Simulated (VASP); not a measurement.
```xyz
2
Lattice="1.3194 -2.2853 0.0000 1.3194 2.2853 0.0000 0.0000 0.0000 4.6374" Properties=species:S:1:pos:R:3 pbc="T T T"
Zn     1.3194     0.7618     1.1594
Zn     1.3194    -0.7618     3.4781
```

Level of theory: PBEsol GGA, VASP's PBE PAW potentials (set 64) (plane waves; VASP). Numerical set-up: 480 eV cut-off, 14×14×8 Γ-centred mesh, first-order Methfessel-Paxton smearing of 0.10 eV, potentials Zn.

Energy and stress use the plane-wave basis of the starting cell.

Q: The ions, cell shape and volume at an external pressure of 30.0 GPa are relaxed. Predict the relaxed structure.

A: 
```xyz
2
Lattice="1.2532 -2.1707 0.0000 1.2532 2.1707 0.0000 0.0000 0.0000 4.2362" Properties=species:S:1:pos:R:3 pbc="T T T"
Zn     1.2532     0.7236     1.0591
Zn     1.2532    -0.7236     3.1772
```
Space group P6_3/mmc (194), at a tolerance of 0.03 Å.

Q: How do energy and volume change from the first to the last step?

A: The energy (σ→0) changes by +194.8 meV/atom and the volume by -17.6 %, in 10 ionic steps.

```
step  E(σ→0) (eV)  max force (eV/Å)  pressure (GPa)  volume (Å³)
----  -----------  ----------------  --------------  -----------
1         -3.1732             0.000            0.60        27.97
2         -1.1477             0.000          103.77        18.81
3         -2.8230             0.000           28.19        23.34
4         -2.7967             0.000           29.59        23.20
5         -2.7799             0.000           30.47        23.11
6         -2.7738             0.000           30.73        23.00
7         -2.7685             0.000           30.82        22.97
8         -2.7677             0.000           31.01        22.97
9         -2.8103             0.000           28.59        23.19
10        -2.7836             0.000           30.02        23.05
```

The compound is Zn in the hcp structure. This run relaxes it under an external pressure of 30 GPa. Symmetry was kept, so distortions that lower it aren't found.
